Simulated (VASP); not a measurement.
# KCa2Br (P4/mmm) in VASP: reference runs

How does KCa2Br come out in PBE? The cell is run as given.

All numbers are computed with VASP 6.6.1; they aren't measurements. Logs are shortened: lines on timing, memory, paths and dates and some standing lists are left out, and cuts for length are marked.

**1. The structure**

The structure is tetragonal, space group P4/mmm (No. 123). The conventional cell has a = 5.889 Å, b = 5.889 Å, c = 3.492 Å, α = 90.00°, β = 90.00°, γ = 90.00°. Around K (site symmetry 4/mmm) lie 4 Ca at 2.94 Å. Around Ca (site symmetry mmm) lie 2 K at 2.94 Å. Br (site symmetry 4/mmm) is surrounded by 8 Ca at 3.42 Å and 2 Br at 3.49 Å.

The cell was built by a generator and needn't be a form met in nature.

**2. Single point, PBE**

Input file INCAR:

```
ALGO = Normal
EDIFF = 1E-7
ENCUT = 520
GGA = PE
ISIF = 2
ISMEAR = -1
LASPH = T
LCHARG = F
LREAL = F
LWAVE = F
NBANDS = 26
NELM = 100
PREC = Accurate
SIGMA = 0.05
```

Input file KPOINTS:

```
k-points
0
Gamma
  5 5 8
```

Input file POSCAR:

```
KCa2Br
1.0
    5.8894481600      0.0000000000      0.0000000000
    0.0000000000      5.8894481600      0.0000000000
    0.0000000000      0.0000000000      3.4916730900
K Ca Br
1 2 1
Direct
    0.5000000000      0.5000000000      0.5000000000
    0.5000000000      0.0000000000      0.5000000000
    0.0000000000      0.5000000000      0.5000000000
    0.0000000000      0.0000000000      0.0000000000
```

Potentials or basis: VASP PAW PBE potentials, release 64 (K_sv, Ca_sv, Br).

On the command line:

```bash
> cat potpaw_PBE.64/K_sv/POTCAR potpaw_PBE.64/Ca_sv/POTCAR potpaw_PBE.64/Br/POTCAR > POTCAR
> mpirun -np 1 vasp_std > vasp.out
```

OUTCAR:

```text
EDIFF = 1E-7
   ENCUT = 520
   GGA = PE
   ISIF = 2
   ISMEAR = -1
   LASPH = T
   LREAL = F
   NELM = 100
   PREC = Accurate

 ion  position               nearest neighbor table
   1  0.500  0.500  0.500-   2 2.94   3 2.94   2 2.94   3 2.94
   2  0.500  0.000  0.500-   1 2.94   1 2.94
   3  0.000  0.500  0.500-   1 2.94   1 2.94
   4  0.000  0.000  0.000-

  LATTYP: Found a simple tetragonal cell.
 ALAT       =     5.8894481600
 C/A-ratio  =     0.5928693139

  Lattice vectors:

 A1 = (   5.8894481600,   0.0000000000,   0.0000000000)
 A2 = (   0.0000000000,   5.8894481600,   0.0000000000)
 A3 = (   0.0000000000,   0.0000000000,   3.4916730900)

Analysis of symmetry for initial positions (statically):
=====================================================================
 Subroutine PRICEL returns:
 Original cell was already a primitive cell.

 Routine SETGRP: Setting up the symmetry group for a
 simple tetragonal supercell.

 Subroutine GETGRP returns: Found 16 space group operations
 (whereof 16 operations were pure point group operations)
 out of a pool of 16 trial point group operations.

The static configuration has the point symmetry D_4h.

Analysis of symmetry for dynamics (positions and initial velocities):
=====================================================================
 Subroutine PRICEL returns:
 Original cell was already a primitive cell.

 Routine SETGRP: Setting up the symmetry group for a
 simple tetragonal supercell.

 Subroutine GETGRP returns: Found 16 space group operations
 (whereof 16 operations were pure point group operations)
 out of a pool of 16 trial point group operations.

The dynamic configuration has the point symmetry D_4h.

 Subroutine INISYM returns: Found 16 space group operations
 (whereof 16 operations are pure point group operations),
 and found     1 'primitive' translations

----------------------------------------------------------------------------------------

                                     Primitive cell

  volume of cell :     121.1108

  direct lattice vectors                    reciprocal lattice vectors
     5.889448160  0.000000000  0.000000000     0.169795195  0.000000000  0.000000000
     0.000000000  5.889448160  0.000000000     0.000000000  0.169795195  0.000000000
     0.000000000  0.000000000  3.491673090     0.000000000  0.000000000  0.286395655

  length of vectors
     5.889448160  5.889448160  3.491673090     0.169795195  0.169795195  0.286395655

  position of ions in fractional coordinates (direct lattice)
     0.500000000  0.500000000  0.500000000
     0.500000000  0.000000000  0.500000000
     0.000000000  0.500000000  0.500000000
     0.000000000  0.000000000  0.000000000

  ion indices of the primitive-cell ions
   primitive index   ion index
                 1           1
                 2           2
                 3           3
                 4           4

----------------------------------------------------------------------------------------

 KPOINTS: k-points

Automatic generation of k-mesh.
 Grid dimensions read from file:
 generate k-points for:    5    5    8

 Generating k-lattice:

  Cartesian coordinates                     Fractional coordinates (reciprocal lattice)
     0.033959039  0.000000000  0.000000000     0.200000000  0.000000000  0.000000000
     0.000000000  0.033959039  0.000000000     0.000000000  0.200000000  0.000000000
     0.000000000  0.000000000  0.035799457     0.000000000  0.000000000  0.125000000

  Length of vectors
     0.033959039  0.033959039  0.035799457

  Shift w.r.t. Gamma in fractional coordinates (k-lattice)
     0.000000000  0.000000000  0.000000000

 Subroutine IBZKPT returns following result:
 ===========================================

 Found     30 irreducible k-points:

 Following reciprocal coordinates:
            Coordinates               Weight
  0.000000  0.000000  0.000000      1.000000
  0.200000  0.000000  0.000000      4.000000
  0.400000  0.000000  0.000000      4.000000
  0.200000  0.200000  0.000000      4.000000
  0.400000  0.200000  0.000000      8.000000
  0.400000  0.400000  0.000000      4.000000
[... 16 lines left out ...]
  0.400000  0.200000  0.375000     16.000000
  0.400000  0.400000  0.375000      8.000000
 [... further k-points ...]
   k-points           NKPTS =     30   k-points in BZ     NKDIM =     30   number of bands    NBANDS=     26
   number of dos      NEDOS =    301   number of ions     NIONS =      4
   total plane-waves  NPLWV =  64512
   dimension x,y,z NGX =    48 NGY =   48 NGZ =   28
   dimension x,y,z NGXF=    96 NGYF=   96 NGZF=   56
   ions per type =               1   2   1
   NGX,Y,Z   is equivalent  to a cutoff of  13.55, 13.55, 13.33 a.u.
   NGXF,Y,Z  is equivalent  to a cutoff of  27.10, 27.10, 26.66 a.u.
 SYSTEM =  unknown system
   PREC   = accura    normal or accurate (medium, high low for compatibility)
   ISTART =      0    job   : 0-new  1-cont  2-samecut
   ICHARG =      2    charge: 1-file 2-atom 10-const
   ISPIN  =      1    spin polarized calculation?
   LNONCOLLINEAR =      F non collinear calculations
   LSORBIT =      F    spin-orbit coupling
   LASPH  =      T    aspherical Exc in radial PAW
   ENCUT  =  520.0 eV  38.22 Ry    6.18 a.u.  10.95 10.95  6.49*2*pi/ulx,y,z
   NELM   =    100;   NELMIN=  2; NELMDL= -5     # of ELM steps
   EDIFF  = 0.1E-06   stopping-criterion for ELM
   LREAL  =      F    real-space projection
   EDIFFG = 0.1E-05   stopping-criterion for IOM
   NSW    =      0    number of steps for IOM
   IBRION =     -1    ionic relax: 0-MD 1-quasi-New 2-CG
   NFREE  =      0    steps in history (QN), initial steepest desc. (CG)
   ISIF   =      2    stress and relaxation
   ISYM   =      2    0-nonsym 1-usesym 2-fastsym
   POTIM  = 0.5000    time-step for ionic-motion
   TEBEG  =    0.0;   TEEND  =   0.0 temperature during run
   PSTRESS=    0.0 pullay stress
   NELECT =      36.0000    total number of electrons
   NUPDOWN=      -1.0000    fix difference up-down
   EMIN   =  10.00;   EMAX   =-10.00  energy-range for DOS
   EFERMI =   0.00;   METHOD = LEGACY
   ISMEAR =    -1;   SIGMA  =   0.05  broadening in eV -4-tet -1-fermi 0-gaus
   EFERMI_NEDOS =   21; number of points for ismear=-14 and -15
   IALGO  =     38    algorithm
   IMIX   =      4    mixing-type and parameters
     AMIX     =   0.40;   BMIX     =  1.00
     AMIX_MAG =   1.60;   BMIX_MAG =  1.00
  volume/ion in A,a.u.               =      30.28       204.32
  Fermi-wavevector in a.u.,A,eV,Ry     =   1.092567  2.064652 16.241310  1.193703
  Thomas-Fermi vector in A             =   2.228835
   LORBIT       =      0    0 simple, 1 ext, 2 COOP (PROOUT), +10 PAW based schemes
   GGA     = PE    functional components
   LHFCALC =     F    Hartree Fock is set to
   AEXX    =    0.0000 exact exchange contribution
   IVDW    =     0    specifies the selected vdW correction
   LEPSILON=     F    determine dielectric tensor
   LRPA    =     F    only Hartree local field effects (RPA)
 non-spin polarized calculation
  energy-cutoff  :      520.00
  volume of cell :      121.11
 maximum number of plane-waves:      3282
 NGX is ok and might be reduce to    48
   NGX = 21   NGY = 21   NGZ = 13

 number of electron      36.0000002 magnetization

 Free energy of the ion-electron system (eV)
  ---------------------------------------------------
  ext. energy  EPLUGINS =         0.00000000
  ---------------------------------------------------
  free energy    TOTEN  =        -5.43839254 eV

  energy without entropy =       -5.40279878  energy(sigma->0) =       -5.42059566

 E-fermi :   3.6929     XC(G=0):  -8.6216

 val. band max:        3.6845235372   @ k =   0.0000   0.0000   0.5000
 cond. band min:       3.6934367312   @ k =   0.4000   0.0000   0.5000
 fundamental gap:      0.0089131940
 Fermi energy:         3.6929254392

 k-point     1 :       0.0000    0.0000    0.0000
  band No.  band energies     occupation
      1     -38.6461      2.00000
      2     -38.6409      2.00000
      3     -28.5720      2.00000
      4     -19.8287      2.00000
      5     -19.8287      2.00000
      6     -19.6645      2.00000
[... 18 lines left out ...]
     25       6.2634      0.00000
     26       6.2634      0.00000

 k-point     2 :       0.2000    0.0000    0.0000
  band No.  band energies     occupation
      1     -38.6456      2.00000
      2     -38.6414      2.00000
      3     -28.5738      2.00000
      4     -19.8275      2.00000
      5     -19.8138      2.00000
      6     -19.6670      2.00000
[... 18 lines left out ...]
     25       6.3064      0.00000
     26       6.4128      0.00000

 k-point     3 :       0.4000    0.0000    0.0000
  band No.  band energies     occupation
      1     -38.6442      2.00000
      2     -38.6426      2.00000
      3     -28.5768      2.00000
      4     -19.8255      2.00000
      5     -19.7889      2.00000
      6     -19.6717      2.00000
[... 18 lines left out ...]
     25       6.3934      0.00000
     26       6.7308      0.00000

 k-point     4 :       0.2000    0.2000    0.0000
  band No.  band energies     occupation
      1     -38.6451      2.00000
      2     -38.6417      2.00000
      3     -28.5756      2.00000
      4     -19.8159      2.00000
      5     -19.8099      2.00000
      6     -19.6777      2.00000
[... 18 lines left out ...]
     25       6.4013      0.00000
     26       6.4934      0.00000
[... 496 lines left out ...]
      1     -38.6285      2.00000
      2     -38.6252      2.00000
      3     -28.5326      2.00000
      4     -19.7933      2.00000
      5     -19.7881      2.00000
      6     -19.6749      2.00000
[... 18 lines left out ...]
     25       5.8860      0.00000
     26       6.4004      0.00000

 k-point    23 :       0.4000    0.2000    0.3750
  band No.  band energies     occupation
      1     -38.6274      2.00000
      2     -38.6262      2.00000
      3     -28.5354      2.00000
      4     -19.7903      2.00000
      5     -19.7669      2.00000
      6     -19.6717      2.00000
[... 18 lines left out ...]
     25       5.9322      0.00000
     26       6.1773      0.00000

 k-point    24 :       0.4000    0.4000    0.3750
  band No.  band energies     occupation
      1     -38.6270      2.00000
      2     -38.6265      2.00000
      3     -28.5383      2.00000
      4     -19.7743      2.00000
      5     -19.7607      2.00000
      6     -19.6702      2.00000
[... 18 lines left out ...]
     25       5.7106      0.00000
     26       6.2756      0.00000

 [... further k-points ...]

------------------------ aborting loop because EDIFF is reached ----------------------------------------

  FORCE on cell =-STRESS in cart. coord.  units (eV):
  Direction    XX          YY          ZZ          XY          YZ          ZX
  --------------------------------------------------------------------------------------
  -------------------------------------------------------------------------------------
  Total        6.2247592      6.2247592      0.9450548      0.0000000      0.0000000      0.0000000
  in kB       82.3474878     82.3474878     12.5021527      0.0000000      0.0000000      0.0000000
  external PRESSURE =      59.0657094 kB  Pullay stress =       0.0000000 kB

 VOLUME and BASIS-vectors are now :
 -----------------------------------------------------------------------------
  energy-cutoff  :      520.00
  volume of cell :      121.11
      direct lattice vectors                 reciprocal lattice vectors
     5.889448160  0.000000000  0.000000000     0.169795195  0.000000000  0.000000000
     0.000000000  5.889448160  0.000000000     0.000000000  0.169795195  0.000000000
     0.000000000  0.000000000  3.491673090     0.000000000  0.000000000  0.286395655

 POSITION                                       TOTAL-FORCE (eV/Angst)
 -----------------------------------------------------------------------------------
      2.94472      2.94472      1.74584         0.000000      0.000000      0.000000
      2.94472      0.00000      1.74584         0.000000      0.000000      0.000000
      0.00000      2.94472      1.74584         0.000000      0.000000      0.000000
      0.00000      0.00000      0.00000         0.000000      0.000000      0.000000
 -----------------------------------------------------------------------------------
    total drift:                                0.000000      0.000000     -0.000000

  FREE ENERGIE OF THE ION-ELECTRON SYSTEM (eV)
  ---------------------------------------------------
  free  energy   TOTEN  =        -5.4383925410 eV

  energy  without entropy=       -5.4027987779  energy(sigma->0) =       -5.42059566
```

Run time: 1.9 min. Hardware: 1 thread of AMD EPYC 7R43 (Zen 3), shared host; peak memory 0.26 GiB.

Results:

```yaml
Free_energy: -5.4384 eV
Pressure: 5.9 GPa
Band_gap_on_the_k_mesh: none (metal or under the smearing width)
```

Levels at points of the mesh, in eV from the Fermi level:
| k point | band 15 | band 16 | band 17 | band 18 | band 19 | band 20 | band 21 | band 22 |
| --- | --- | --- | --- | --- | --- | --- | --- | --- |
| (0.00, 0.00, 0.00) | -5.24 | -3.19 | -3.04 | -0.72 | -0.66 | 0.62 | 1.22 | 1.42 |
| (0.00, 0.00, 0.50) | -4.89 | -4.89 | -0.01 | -0.01 | 0.03 | 0.22 | 0.37 | 1.42 |
